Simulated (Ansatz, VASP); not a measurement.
This is a calculation of LaPb2 for VASP 6.6.1. The cell comes from a database or a generator and needn't be the stable form of this composition.

Contents of INCAR:

```
SYSTEM = LaPb2
PREC     = Accurate       ! precision mode
ENCUT    = 520            ! plane-wave cutoff, eV
EDIFF    = 1E-7           ! SCF threshold, eV
ISMEAR   = 0              ! smearing method
SIGMA    = 0.05           ! smearing width, eV
LREAL    = .False.        ! projectors in reciprocal space
LASPH    = .True.         ! aspherical terms in the spheres
NELM     = 60             ! most SCF steps
ALGO     = Normal         ! electronic algorithm
ISIF     = 2              ! what is computed and relaxed
LWAVE    = .False.        ! write WAVECAR
LCHARG   = .True.         ! write CHGCAR
GGA      = PS             ! functional
LELF     = .True.         ! ELF
LVHAR    = .True.       
NBANDS   = 26             ! bands
```

File KPOINTS:

```
regular mesh
0
Gamma
  9 9 9
  0 0 0
```

Contents of POSCAR:

```
LaPb2
1.0
   -2.0663430000      2.0663430000      5.6384500000
    2.0663430000     -2.0663430000      5.6384500000
    2.0663430000      2.0663430000     -5.6384500000
Pb La
2 1
Cartesian
    0.0000000000      0.0000000000      7.7404021370
    0.0000000000      0.0000000000      3.5364978630
    0.0000000000      0.0000000000      0.0000000000
```

Potentials or basis: VASP PAW PBE potentials, release 54 (Pb_d, La).

The run is started by

```console
$ cat potpaw_PBE.54/Pb_d/POTCAR potpaw_PBE.54/La/POTCAR > POTCAR
$ mpirun -np 1 vasp_std > vasp.out
```

Task: Translate it to Ansatz 0.2.0. Potentials or basis there: Ansatz PAW, cutoff 420 eV.

Result: As run (cutoffs and basis follow the program's own potentials, and thresholds, step limits or extra output files can differ):

Contents of input.yaml:

```yaml
crystal:
  lattice:
    - [-2.066343, 2.066343, 5.63845]
    - [2.066343, -2.066343, 5.63845]
    - [2.066343, 2.066343, -5.63845]
  atoms:
    - { symbol: Pb, position: [0.6863945, 0.6863945, 0.0] }
    - { symbol: Pb, position: [0.3136055, 0.3136055, 0.0] }
    - { symbol: La, position: [0.0, 0.0, 0.0] }
hamiltonian:
  xc: pbesol
  pseudopotentials: { kind: paw }
kpoints:
  mp_grid: { grid: [9, 9, 9] }
scf:
  occupations: { method: gaussian, width: 0.05 }
output:
  forces: true
  stress: true
  eigenvalues: true
```

Potentials or basis: Ansatz PAW.

Command:

```bash
$ ansatz run input.yaml --threads 2 --pin off --max-ram 5632MiB --backend cpu --events-out ev --progress --plain --runs-dir out
```

Both were run:

|  | VASP | Ansatz |
| --- | --- | --- |
| Pressure | -2.7 GPa | -2.6 GPa |

Ansatz's pressure holds a Pulay term of +0.01 GPa for its cutoff of 420 eV, which the other run lacks.

VASP's potentials were made for PBE. Ansatz's potentials were made for PBE.

Where Ansatz's input types no cutoff or centring, it takes its own default and a Γ-centred mesh.

Pressure is positive in compression.
